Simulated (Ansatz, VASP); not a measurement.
# Cross-check of CoSi2 between VASP and Ansatz, part 2 of 2

Aim: how closely do two programs agree when they are given the same cell, functional and k mesh? The cell is taken from a series of runs on this material, whose earlier steps may have relaxed, scaled, displaced or heated it; both programs get it as it stands.

VASP 6.6.1 and Ansatz 0.2.0.

So far: Starting point; Ansatz: zone-centre phonons, PBEsol.

## (3) VASP: zone-centre phonons, PBEsol

Level of this step: PBEsol, no spin polarisation; plane waves and PAW (Si, Co) (VASP).

The same cell, functional, mesh and smearing now go to VASP, with its own data sets.

Lines of VASP's logs that name or quote its potential files are left out, and so is its time.

Contents of INCAR:

```
SYSTEM = CoSi2
PREC = Accurate
ENCUT = 600
EDIFF = 1E-08
NELM = 120
ISMEAR = 1
SIGMA = 0.2
LREAL = .FALSE.
ALGO = Normal
GGA = PS
NBANDS = 14
LASPH = .TRUE.
LORBIT = 11
LWAVE = .FALSE.
LCHARG = .FALSE.
ISIF = 2
IBRION = 8
GGA_COMPAT = .FALSE.
KPAR = 2
```

Contents of POSCAR:

```
CoSi2
1.0
    0.0000000000      2.6203750147      2.6203750147
    2.6203750147      0.0000000000      2.6203750147
    2.6203750147      2.6203750147      0.0000000000
Si Co
2 1
Direct
    0.2500000000      0.2500000000      0.2500000000
    0.7500000000      0.7500000000      0.7500000000
    0.0000000000      0.0000000000      0.0000000000
```

Contents of KPOINTS:

```
Automatic mesh
0
Gamma
16 16 16
0 0 0
```

PAW data sets: Si and Co (PBE family, release 64).

Run with:

```
$ mpirun -np 2 vasp_std
```

Numbers of over 12 decimals in the logs are rounded to 6 here.

The program printed:

```text
[banner, memory and clock lines left out]
running    2 mpi-ranks, on    1 nodes
 distrk:  each k-point on    1 cores,    2 groups
 distr:  one band on    1 cores,    1 groups

 POSCAR found type information on POSCAR SiCo
 POSCAR found :  2 types and       3 ions
|                                                                             |
|               ----> ADVICE to this user running VASP <----                  |
|                                                                             |
|     You enforced a specific xc type in the INCAR file but a different       |
|     [... a line on the potential file left out ...]
|     I HOPE YOU KNOW WHAT YOU ARE DOING!                                     |
|                                                                             |

 LDA part: xc-table for (Slater+PW92), standard interpolation
 POSCAR, INCAR and KPOINTS ok, starting setup
 FFT: planning ... GRIDC
 FFT: planning ... GRID_SOFT
 FFT: planning ... GRID
 WAVECAR not read
 entering main loop
       N       E                     dE             d eps       ncg     rms          rms(c)
DAV:   1     0.705771692801E+02    0.70577E+02   -0.77063E+03  4068   0.132E+03
DAV:   2    -0.183934367630E+02   -0.88971E+02   -0.81072E+02  4228   0.245E+02
DAV:   3    -0.224823919938E+02   -0.40890E+01   -0.39915E+01  5308   0.585E+01
DAV:   4    -0.225624770997E+02   -0.80085E-01   -0.79999E-01  4874   0.764E+00
DAV:   5    -0.225648800690E+02   -0.24030E-02   -0.24027E-02  5550   0.141E+00    0.160E+01
DAV:   6    -0.256593579958E+02   -0.30945E+01   -0.30964E+01  4776   0.120E+02    0.166E+01
DAV:   7    -0.209901880920E+02    0.46692E+01   -0.13483E+01  5228   0.944E+01    0.387E+00
DAV:   8    -0.209775189327E+02    0.12669E-01   -0.85691E-01  4842   0.642E+00    0.186E+00
DAV:   9    -0.209419566103E+02    0.35562E-01   -0.92262E-02  5220   0.623E+00    0.454E-01
DAV:  10    -0.209416741822E+02    0.28243E-03   -0.69435E-03  5852   0.123E+00    0.116E-01
DAV:  11    -0.209414901625E+02    0.18402E-03   -0.66712E-04  5654   0.511E-01    0.380E-02
DAV:  12    -0.209414986415E+02   -0.84790E-05   -0.38976E-05  4932   0.520E-02    0.186E-02
DAV:  13    -0.209414975351E+02    0.11064E-05   -0.31333E-06  6050   0.256E-02    0.506E-03
DAV:  14    -0.209414975875E+02   -0.52351E-07   -0.72881E-07  6270   0.125E-02    0.284E-03
DAV:  15    -0.209414976862E+02   -0.98692E-07   -0.14258E-07  5842   0.721E-03    0.678E-04
DAV:  16    -0.209414976988E+02   -0.12602E-07   -0.98538E-09  3026   0.109E-03    0.262E-04
DAV:  17    -0.209414976917E+02    0.70568E-08   -0.30893E-09  2732   0.643E-04
   1 F= -.20941498E+02 E0= -.20941735E+02  d E =0.712674E-03
 Linear response reoptimize wavefunctions to high precision
DAV:   1    -0.209414976940E+02   -0.22510E-08   -0.62168E-10  3098   0.346E-04
DAV:   2    -0.209414976940E+02   -0.25011E-10   -0.15498E-10  2588   0.120E-04
 Linear response DOF=           2
 Linear response progress:
  Degree of freedom:   1/  2
       N       E                     dE             d eps       ncg     rms          rms(c)
RMM:   1    -0.207792943100E-01   -0.20779E-01    0.29309E-02 42910   0.135E+00
RMM:   2    -0.180543309160E-01    0.27250E-02   -0.67392E-04 24663   0.598E-01    0.108E-01
RMM:   3    -0.183018825679E-01   -0.24755E-03   -0.55158E-04 28910   0.184E-01    0.571E-02
RMM:   4    -0.185290421573E-01   -0.22716E-03   -0.10126E-04 26909   0.782E-02    0.902E-03
RMM:   5    -0.185171321291E-01    0.11910E-04   -0.79491E-06 29991   0.238E-02    0.563E-03
RMM:   6    -0.184933873294E-01    0.23745E-04   -0.11516E-06 29821   0.961E-03    0.148E-03
RMM:   7    -0.185064943397E-01   -0.13107E-04   -0.46104E-07 27602   0.471E-03    0.649E-04
RMM:   8    -0.185077257913E-01   -0.12315E-05    0.35785E-09 30452   0.192E-03    0.465E-04
RMM:   9    -0.185062874750E-01    0.14383E-05    0.29703E-08 30315   0.641E-04    0.954E-05
RMM:  10    -0.185063377546E-01   -0.50280E-07    0.11409E-10 31697   0.178E-04    0.219E-05
RMM:  11    -0.185063663850E-01   -0.28630E-07    0.19399E-09 31924   0.546E-05    0.968E-06
RMM:  12    -0.185063691660E-01   -0.27810E-08    0.62747E-10 32757   0.207E-05    0.333E-06
 first order change of Fermi-energy   0.41532E-05
 force on displaced ion       1 direction 1 : -10.808  -0.000  -0.000
 Linear response progress:
  Degree of freedom:   2/  2
       N       E                     dE             d eps       ncg     rms          rms(c)
RMM:   1    -0.176360343567E+00   -0.17636E+00   -0.13170E-01 15852   0.270E+00
RMM:   2    -0.172813127459E+00    0.35472E-02   -0.30395E-03 13871   0.747E-01    0.199E-01
RMM:   3    -0.172736612270E+00    0.76515E-04   -0.59257E-04 15346   0.185E-01    0.116E-01
RMM:   4    -0.173377536300E+00   -0.64092E-03   -0.37547E-04 16303   0.138E-01    0.948E-03
RMM:   5    -0.173348929159E+00    0.28607E-04   -0.16711E-05 16417   0.358E-02    0.555E-03
RMM:   6    -0.173343401607E+00    0.55276E-05   -0.12870E-06 15295   0.117E-02    0.434E-03
RMM:   7    -0.173321727667E+00    0.21674E-04   -0.51050E-07 16342   0.707E-03    0.106E-03
RMM:   8    -0.173312141409E+00    0.95863E-05   -0.40276E-08 17044   0.167E-03    0.416E-04
RMM:   9    -0.173307544441E+00    0.45970E-05   -0.12626E-09 15674   0.486E-04    0.656E-05
RMM:  10    -0.173307514024E+00    0.30417E-07   -0.13881E-10 17003   0.169E-04    0.231E-05
RMM:  11    -0.173307484689E+00    0.29335E-07   -0.36527E-11 17205   0.701E-05    0.538E-06
RMM:  12    -0.173307458459E+00    0.26230E-07   -0.45471E-11 17780   0.268E-05    0.159E-06
RMM:  13    -0.173307450090E+00    0.83686E-08    0.25060E-11 18404   0.150E-05    0.613E-07
 first order change of Fermi-energy   0.33019E-03
 force on displaced ion       3 direction 1 : -14.721   0.000   0.000
 Linear response finished
```

From OUTCAR (step 3):

```text
ion  position               nearest neighbor table
   1  0.250  0.250  0.250-   3 2.27   3 2.27   3 2.27   3 2.27   2 2.62   2 2.62   2 2.62   2 2.62
                             2 2.62   2 2.62
   2  0.750  0.750  0.750-   3 2.27   3 2.27   3 2.27   3 2.27   1 2.62   1 2.62   1 2.62   1 2.62
                             1 2.62   1 2.62
   3  0.000  0.000  0.000-   2 2.27   2 2.27   2 2.27   1 2.27   1 2.27   1 2.27   2 2.27   1 2.27

  LATTYP: Found a face centered cubic cell.
 ALAT       =     5.2407500294

 Subroutine GETGRP returns: Found 48 space group operations
 (whereof 48 operations were pure point group operations)

The static configuration has the point symmetry O_h .

 Found    145 irreducible k-points:

   k-points           NKPTS =    145   k-points in BZ     NKDIM =    145   number of bands    NBANDS=     14

   dimension x,y,z NGX =    30 NGY =   30 NGZ =   30
   dimension x,y,z NGXF=    60 NGYF=   60 NGZF=   60

   ENCUT  =  600.0 eV  44.10 Ry    6.64 a.u.   7.40  7.40  7.40*2*pi/ulx,y,z

   NELECT =      17.0000    total number of electrons

 k-points in reciprocal lattice and weights: Automatic mesh
   0.00000000  0.00000000  0.00000000       0.000
   0.06250000  0.00000000  0.00000000       0.002
   0.12500000  0.00000000  0.00000000       0.002
   0.18750000  0.00000000  0.00000000       0.002
   0.25000000  0.00000000  0.00000000       0.002
   0.31250000  0.00000000  0.00000000       0.002
   0.37500000  0.00000000  0.00000000       0.002
   0.43750000  0.00000000  0.00000000       0.002
   0.50000000  0.00000000  0.00000000       0.001
[...]
-0.31250000  0.50000000  0.18750000       0.003
  -0.25000000  0.50000000  0.25000000       0.001

 average (electrostatic) potential at core
       1 -78.2104       2 -78.2104       3 -77.2816

  Total        1.9656353      1.9656353      1.9656353     -0.0000000      0.0000000      0.0000000
  in kB       87.5171513     87.5171513     87.5171513     -0.0000000      0.0000000      0.0000000
  external PRESSURE =      87.5171513 kB  Pullay stress =       0.0000000 kB

  energy-cutoff  :      600.00
  volume of cell :       35.98
      direct lattice vectors                 reciprocal lattice vectors
     0.000000000  2.620375015  2.620375015    -0.190812383  0.190812383  0.190812383
     2.620375015  0.000000000  2.620375015     0.190812383 -0.190812383  0.190812383
     2.620375015  2.620375015  0.000000000     0.190812383  0.190812383 -0.190812383

 POSITION                                       TOTAL-FORCE (eV/Angst)
 -----------------------------------------------------------------------------------
      1.31019      1.31019      1.31019        -0.000000     -0.000000     -0.000000
      3.93056      3.93056      3.93056         0.000000      0.000000      0.000000
      0.00000      0.00000      0.00000         0.000000      0.000000      0.000000
 -----------------------------------------------------------------------------------
    total drift:                                0.000000     -0.000000     -0.000000

 Eigenvectors and eigenvalues of the dynamical matrix
 ----------------------------------------------------

   1 f  =   11.188902 THz    70.301943 2PiTHz  373.221587 cm-1    46.273558 meV
             X         Y         Z           dx          dy          dz
      1.310188  1.310188  1.310188    -0.447320    0.190982    0.140031
      3.930563  3.930563  3.930563    -0.447320    0.190982    0.140031
      0.000000  0.000000  0.000000     0.617162   -0.263495   -0.193199

   2 f  =   11.188902 THz    70.301943 2PiTHz  373.221587 cm-1    46.273558 meV
             X         Y         Z           dx          dy          dz
      1.310188  1.310188  1.310188    -0.222564   -0.236768   -0.388051
      3.930563  3.930563  3.930563    -0.222564   -0.236768   -0.388051
      0.000000  0.000000  0.000000     0.307069    0.326666    0.535390

   3 f  =   11.188902 THz    70.301943 2PiTHz  373.221587 cm-1    46.273558 meV
             X         Y         Z           dx          dy          dz
      1.310188  1.310188  1.310188    -0.080918   -0.404530    0.293232
      3.930563  3.930563  3.930563    -0.080918   -0.404530    0.293232
      0.000000  0.000000  0.000000     0.111642    0.558126   -0.404570

   4 f  =   11.133840 THz    69.955981 2PiTHz  371.384931 cm-1    46.045842 meV
             X         Y         Z           dx          dy          dz
      1.310188  1.310188  1.310188    -0.034491   -0.706265   -0.000000
      3.930563  3.930563  3.930563     0.034491    0.706265    0.000000
      0.000000  0.000000  0.000000     0.000000    0.000000    0.000000

   5 f  =   11.133840 THz    69.955981 2PiTHz  371.384931 cm-1    46.045842 meV
             X         Y         Z           dx          dy          dz
      1.310188  1.310188  1.310188     0.000000    0.000000   -0.707107
      3.930563  3.930563  3.930563     0.000000   -0.000000    0.707107
      0.000000  0.000000  0.000000    -0.000000    0.000000    0.000000

   6 f  =   11.133840 THz    69.955981 2PiTHz  371.384931 cm-1    46.045842 meV
             X         Y         Z           dx          dy          dz
      1.310188  1.310188  1.310188     0.706265   -0.034491    0.000000
      3.930563  3.930563  3.930563    -0.706265    0.034491   -0.000000
      0.000000  0.000000  0.000000    -0.000000    0.000000    0.000000

   7 f/i=    0.003949 THz     0.024815 2PiTHz    0.131739 cm-1     0.016334 meV
             X         Y         Z           dx          dy          dz
      1.310188  1.310188  1.310188     0.472642    0.142465   -0.011636
      3.930563  3.930563  3.930563     0.472642    0.142465   -0.011636
      0.000000  0.000000  0.000000     0.685143    0.206517   -0.016868

   8 f/i=    0.003949 THz     0.024815 2PiTHz    0.131739 cm-1     0.016334 meV
             X         Y         Z           dx          dy          dz
      1.310188  1.310188  1.310188    -0.101535    0.306327   -0.373734
      3.930563  3.930563  3.930563    -0.101535    0.306327   -0.373734
      0.000000  0.000000  0.000000    -0.147185    0.444052   -0.541765

   9 f/i=    0.003949 THz     0.024815 2PiTHz    0.131739 cm-1     0.016334 meV
             X         Y         Z           dx          dy          dz
      1.310188  1.310188  1.310188     0.100610   -0.360125   -0.322506
      3.930563  3.930563  3.930563     0.100610   -0.360125   -0.322506
      0.000000  0.000000  0.000000     0.145844   -0.522038   -0.467505

 ELASTIC MODULI CONTR FROM IONIC RELAXATION (kBar)
 Direction    XX          YY          ZZ          XY          YZ          ZX
 --------------------------------------------------------------------------------
 XX          -0.0000     -0.0000     -0.0000     -0.0000     -0.0000     -0.0000
 YY          -0.0000     -0.0000      0.0000      0.0000     -0.0000     -0.0000
 ZZ          -0.0000      0.0000     -0.0000     -0.0000     -0.0000      0.0000
 XY          -0.0000      0.0000     -0.0000   -739.4822     -0.0000      0.0000
 YZ          -0.0000     -0.0000     -0.0000     -0.0000   -739.4822     -0.0000
 ZX          -0.0000     -0.0000      0.0000      0.0000     -0.0000   -739.4822
 --------------------------------------------------------------------------------
```

This run has no spin polarisation, so a moment on Co, if there is one, isn't seen. Its electron count is odd, so without a moment it is a metal by construction.

## (4) Comparison

Known differences besides the potentials themselves: the data sets hold 25 valence electrons in Ansatz (on its PAW soft_1 files) and 17 in VASP; the cutoff is 420 eV in Ansatz and 600 eV in VASP; Ansatz makes its cores anew for this functional, VASP keeps those of its PBE data sets. Total energies have different zeros and are not compared.

The two programs side by side:

| quantity | Ansatz | VASP | difference |
| --- | --- | --- | --- |
| optical mode 1 to 3 (cm⁻¹) | 370.3 | 371.4 | -0.29 % |
| optical mode 4 to 6 (cm⁻¹) | 371.0 | 373.2 | -0.60 % |

Modes are paired by rising frequency, not by their patterns, so a pair may set unlike modes beside each other; they are those without the splitting of longitudinal modes.

## (5) Results

```
r.m.s. difference of the optical zone-centre modes, each program's sorted by frequency (zone-centre phonons, PBEsol) : 1.8 cm⁻¹
difference in optical mode 4 to 6 (zone-centre phonons, PBEsol)                                                      : -0.6 %
```

**Reading.** The r.m.s. difference of the optical zone-centre modes, each program's sorted by frequency is 1.8 cm⁻¹ (zone-centre phonons, PBEsol). The data sets hold unlike numbers of valence electrons (25 in Ansatz and 17 in VASP), so part of the differences comes from the potentials. Among the rows given in per cent, the largest difference of the zone-centre phonons, PBEsol pair is in optical mode 4 to 6, -0.6 %. How closely two codes agree says nothing of how well the functional describes the real material.

[Lines on the potential files, build, host, timing and source positions are cut from VASP's logs without a mark.]

[Logs are printed without paths, hosts, clocks, repeated set-up lines and the standing remarks that a program may print on its own settings, such as how far it seeks lower states.]

[Hosts, paths, dates, database ids (printed as entryN), source tags and the programs' standing remarks are cut or masked in the printed files.]
